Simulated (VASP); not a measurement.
Method: PBE GGA + U (Dudarev), VASP's PBE PAW potentials (set 64) (plane waves; VASP).

Input for VASP

### POSCAR
```
TiB2
1
    1.5276560000    -2.6027400000     0.0000000000
    1.5276560000     2.6027400000     0.0000000000
    0.0000000000     0.0000000000     3.1789610000
Ti B
1 2
Direct
  0.0000000000   0.0000000000   0.0000000000
  0.3333330000   0.6666670000   0.5000000000
  0.6855250000   0.3521910000   0.5000000000
```

**INCAR**
```
# general
SYSTEM    = TiB2
PREC      = Accurate
ENCUT     = 520
LREAL     = F   # projection in real space or not
LASPH     = T   # aspherical one-centre terms

# electronic loop
EDIFF     = 1E-6
NELM      = 100   # most electronic steps
ALGO      = Normal
LMAXMIX   = 4

# smearing
ISMEAR    = 1
SIGMA     = 0.1   # width (eV)

# functional
GGA       = PE

# DFT+U
LDAU      = T
LDAUTYPE  = 2   # Dudarev
LDAUL     = 2 -1
LDAUU     = 6.0 0
LDAUJ     = 0 0
LDAUPRINT = 1

# ions
ISIF      = 2   # forces and stress, cell fixed

# output
LWAVE     = F
LCHARG    = F
LORBIT    = 10
```

File KPOINTS:
```
Automatic mesh
0
Gamma
10 10 9
0 0 0
```

POTCAR, in this order: Ti_sv B (PBE.64 set). Program: vasp_std.

Task: Predict the energy per atom (σ→0), pressure, largest force, band gap (on the k-mesh).

Result: 
* **energy per atom (σ→0)**: -6.541 eV/atom
* **band gap (on the k-mesh)**: none (metal, semimetal or under 0.01 eV)
* **pressure**: 17.17 GPa
* **largest force**: 1.070 eV/Å

OSZICAR:
```
...
DAV:   8    -0.196191590280E+02   -0.13697E-01   -0.12933E-01  9925   0.440E+00    0.568E-01
DAV:   9    -0.196218028895E+02   -0.26439E-02   -0.46294E-03  8051   0.719E-01    0.129E-01
DAV:  10    -0.196215843347E+02    0.21855E-03   -0.76595E-04  9205   0.296E-01    0.684E-02
DAV:  11    -0.196216191465E+02   -0.34812E-04   -0.15232E-04  7915   0.125E-01    0.321E-02
DAV:  12    -0.196216203500E+02   -0.12035E-05   -0.27021E-05  8005   0.430E-02    0.661E-03
DAV:  13    -0.196216226759E+02   -0.23259E-05   -0.11331E-05  8310   0.390E-02    0.817E-03
DAV:  14    -0.196216221309E+02    0.54503E-06   -0.31264E-06  6788   0.256E-02
   1 F= -.19621622E+02 E0= -.19621538E+02  d E =-.253720E-03
```

The compound is TiB2 in the AlB2 type structure. The cell was not relaxed at this level, atoms are displaced from their ideal sites. The run is one of a series of settings (LDAU = .TRUE., LDAUJ = 0 0, LDAUL = 2 -1, LDAUTYPE = 2, LDAUU = 6.0 0 against the base run), some of them coarse on purpose.
